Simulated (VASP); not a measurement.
**Ge: energy against volume**

Ge (diamond, Fd-3m, 22.123 Å³/atom and stress up to 0.22 GPa in the relaxed cell, cube axes along x, y and z) under an equal strain ε along all three axes. LDA in VASP (plane waves, PAW), 480 eV, 10×10×10 Γ-centred mesh, Gaussian smearing 0.05 eV; ions are relaxed, or left where forces stay under 0.02 eV/Å, within the symmetry of each cell.

Here V stands for volume and E for E less E0.

| volume (Å³/atom) | E less E0 (meV/atom) | pressure (GPa) |
|---|---|---|
| 20.8217 | 23.29 | 5.42 |
| 21.1421 | 13.54 | 3.96 |
| 21.4656 | 6.47 | 2.61 |
| 21.7925 | 2.01 | 1.36 |
| 22.1227 | 0.00 | 0.22 |
| 22.4562 | 0.18 | -0.81 |
| 22.7931 | 2.52 | -1.79 |
| 23.1332 | 6.93 | -2.70 |
| 23.4768 | 13.23 | -3.54 |
| 24.1741 | ? | ? |

The 9 complete rows are fitted with the third-order Birch-Murnaghan form, a cubic in V^(-2/3), E against V. With u = V^(-2/3) - 0.127, the rows have u = 0.005126, 0.003788, 0.002471, 0.001173, -0.000106, -0.001365, -0.002606, -0.003829, -0.005033. Least squares gives E = 0.042 + 856.1·u + 703931·u² + 2681741·u³. Residuals (row less fit): 0.002, 0.009, -0.026, -0.009, 0.041, 0.002, -0.024, -0.004, 0.007; standard error 0.025 (degrees of freedom: 5). Its minimum lies at u = -0.000610, so V0 = (0.126390)^(-3/2) = 22.26. There d²E/du² = 1398000 and d³E/du³ = 1.609e7, so B0 = (4/9) × 22.26^(-7/3) × 1398000 × 0.160218 = 71.5 GPa (the last factor turns the table's units into GPa), and B0' = 4 + (2/3) × 0.126390 × (1.609e7)/1398000 = 5.0. B0' rests on the cubic coefficient alone and has a standard error of 0.1 from these residuals.

Problem. Predict the withheld E at V = 24.1741 from the fit, and compare with the calculation.

Solution. u = -0.007390, so E = 0.042 + 856.1 × (-0.007390) + 703931 × (-0.007390)² + 2681741 × (-0.007390)³ = 31.076 meV/atom. The calculation gives 31.21 meV/atom, 0.134 meV/atom above the prediction (0.4 % of the range of E in the table). The row lies outside the fitted rows, so this is an extrapolation. From the scatter of the fitted rows alone, a prediction at this place has a standard error of 0.101 meV/atom, so the miss is 1.3 times that.

This level leaves no gap over 0.05 eV at strain 0.50, 1.00, 1.50, 2.00, 3.00 %. Other structures, which can take over under pressure, weren't tried. The same form fitted to the pressure column gives B0' = 5.0; series where the two differ by over 0.4 aren't shown. Rows are the converged runs of the series near zero and its far end, less any whose ions stayed unrelaxed beside relaxed ones; series whose fitted rows scatter by over a few per cent of the range, as at a crossing or softening among them, aren't shown in this form.
